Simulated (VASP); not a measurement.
Method: PBEsol GGA, VASP's PBE PAW potentials (set 64) (plane waves; VASP 6.6.1).

Input for VASP

KPOINTS:
```
k-points along high-symmetry lines
15
Line-mode
Reciprocal
  0.000000   0.000000   0.000000 ! GAMMA
  0.000000   0.500000   0.000000 ! X

  0.000000   0.500000   0.000000 ! X
  0.500000   0.500000   0.000000 ! M

  0.500000   0.500000   0.000000 ! M
  0.000000   0.000000   0.000000 ! GAMMA

  0.000000   0.000000   0.000000 ! GAMMA
  0.500000   0.500000   0.500000 ! R

  0.500000   0.500000   0.500000 ! R
  0.000000   0.500000   0.000000 ! X

  0.500000   0.500000   0.500000 ! R
  0.500000   0.500000   0.000000 ! M
```

File POSCAR:
```
K3LiCl4
1
    6.0693947085     0.0000000000     0.0000000000
    0.0000000000     6.0693947085     0.0000000000
    0.0000000000     0.0000000000     6.0693947085
Li Cl K
1 4 3
Direct
  0.0000000000   0.0000000000   0.0000000000
  0.5000000000   0.5000000000   0.5000000000
  0.0000000000   0.0000000000   0.5000000000
  0.0000000000   0.5000000000   0.0000000000
  0.5000000000   0.0000000000   0.0000000000
  0.5000000000   0.5000000000   0.0000000000
  0.5000000000   0.0000000000   0.5000000000
  0.0000000000   0.5000000000   0.5000000000
```

INCAR:
```
! general
SYSTEM = K3LiCl4
PREC   = Accurate
ENCUT  = 520   ! plane-wave cut-off (eV)
LREAL  = .FALSE.   ! projection in real space or not
LASPH  = .TRUE.
ICHARG = 11

! electronic loop
EDIFF  = 1E-7
NELM   = 100
ALGO   = Normal   ! blocked Davidson

! smearing
ISMEAR = 0   ! Gaussian
SIGMA  = 0.05

! functional
GGA    = PS   ! PBEsol

! output
LWAVE  = .FALSE.
LCHARG = .FALSE.
LORBIT = 11
```

POTCAR, in this order: Li_sv Cl K_sv (PBE.64 set). Program: vasp_std. Read from the step before: CHGCAR.

Output

### OUTCAR
```
 ion  position               nearest neighbor table
   1  0.000  0.000  0.000-
   2  0.500  0.500  0.500-   6 3.03   7 3.03   8 3.03   6 3.03   7 3.03   8 3.03
   3  0.000  0.000  0.500-   7 3.03   8 3.03   8 3.03   7 3.03
   4  0.000  0.500  0.000-   6 3.03   8 3.03   8 3.03   6 3.03
   5  0.500  0.000  0.000-   6 3.03   7 3.03   7 3.03   6 3.03
   6  0.500  0.500  0.000-   2 3.03   4 3.03   5 3.03   2 3.03   5 3.03   4 3.03
   7  0.500  0.000  0.500-   2 3.03   3 3.03   5 3.03   5 3.03   2 3.03   3 3.03
   8  0.000  0.500  0.500-   2 3.03   3 3.03   4 3.03   4 3.03   3 3.03   2 3.03
  LATTYP: Found a simple cubic cell.
 ALAT       =     6.0693947085
 Subroutine PRICEL returns:
 Original cell was already a primitive cell.
 Subroutine GETGRP returns: Found 48 space group operations
The static configuration has the point symmetry O_h .
The dynamic configuration has the point symmetry O_h .
 Subroutine INISYM returns: Found 48 space group operations
   k-points           NKPTS =     90   k-points in BZ     NKDIM =     90   number of bands    NBANDS=     34
   number of dos      NEDOS =    301   number of ions     NIONS =      8
   total plane-waves  NPLWV = 110592
   dimension x,y,z NGX =    48 NGY =   48 NGZ =   48
   dimension x,y,z NGXF=    96 NGYF=   96 NGZF=   96
   ions per type =               1   4   3
   PREC   = accura    normal or accurate (medium, high low for compatibility)
   ISTART =      0    job   : 0-new  1-cont  2-samecut
...
```

OSZICAR:
```
       N       E                     dE             d eps       ncg     rms          rms(c)
DAV:   1     0.468124418280E+03    0.46812E+03   -0.25821E+04  6120   0.153E+03
DAV:   2     0.162325083239E+02   -0.45189E+03   -0.44300E+03  7888   0.380E+02
DAV:   3    -0.261410132478E+02   -0.42374E+02   -0.42300E+02  8230   0.106E+02
DAV:   4    -0.277482987896E+02   -0.16073E+01   -0.16034E+01 10118   0.215E+01
DAV:   5    -0.278365298474E+02   -0.88231E-01   -0.88205E-01  8986   0.329E+00
DAV:   6    -0.278385518180E+02   -0.20220E-02   -0.20217E-02  9474   0.629E-01
DAV:   7    -0.278386655320E+02   -0.11371E-03   -0.11371E-03  9030   0.106E-01
DAV:   8    -0.278386682373E+02   -0.27053E-05   -0.27053E-05  9186   0.193E-02
DAV:   9    -0.278386683763E+02   -0.13907E-06   -0.13907E-06  7486   0.352E-03
DAV:  10    -0.278386683819E+02   -0.55898E-08   -0.55911E-08  5726   0.892E-04
   1 F= -.27838668E+02 E0= -.27838668E+02  d E =-.777061E-12
```

OUTCAR:
```
 val. band max:       -1.6050950764   @ k =   0.0000   0.0000   0.0000

 cond. band min:       3.1245641697   @ k =   0.0000   0.0000   0.0000



 k-point     1 :       0.0000    0.0000    0.0000
  band No.  band energies     occupation
      1     -46.0197      2.00000
      2     -28.3493      2.00000
      3     -28.3305      2.00000
      4     -28.3305      2.00000
      5     -13.8720      2.00000
      6     -13.7279      2.00000
      7     -13.7279      2.00000
      8     -13.6618      2.00000
      9     -12.0718      2.00000
     10     -12.0718      2.00000
     11     -12.0718      2.00000
     12     -11.9716      2.00000
     13     -11.9716      2.00000
     14     -11.9716      2.00000
     15     -11.9104      2.00000
     16     -11.9104      2.00000
     17     -11.9104      2.00000
     18      -2.6022      2.00000
     19      -2.6022      2.00000
     20      -2.6022      2.00000
     21      -1.9578      2.00000
     22      -1.9578      2.00000
     23      -1.9578      2.00000
     24      -1.8582      2.00000
     25      -1.8582      2.00000
     26      -1.8582      2.00000
     27      -1.6051      2.00000
     28      -1.6051      2.00000
     29      -1.6051      2.00000
     30       3.1246      0.00000
     31       4.9957      0.00000
     32       4.9957      0.00000
     33       4.9957      0.00000
     34       5.5817      0.00000

 k-point     2 :       0.0000    0.0357    0.0000
  band No.  band energies     occupation
      1     -46.0197      2.00000
      2     -28.3492      2.00000
      3     -28.3305      2.00000
      4     -28.3305      2.00000
      5     -13.8726      2.00000
      6     -13.7295      2.00000
      7     -13.7288      2.00000
      8     -13.6637      2.00000
      9     -12.0715      2.00000
     10     -12.0715      2.00000
     11     -12.0685      2.00000
     12     -11.9717      2.00000
     13     -11.9717      2.00000
     14     -11.9690      2.00000
     15     -11.9106      2.00000
...
```

The density is held fixed in this step, so its total energy and stress have no physical meaning.

The structure was generated: K3LiCl4 was put into an ordered model structure (Pm-3m), which need not be its known phase. It was relaxed first.
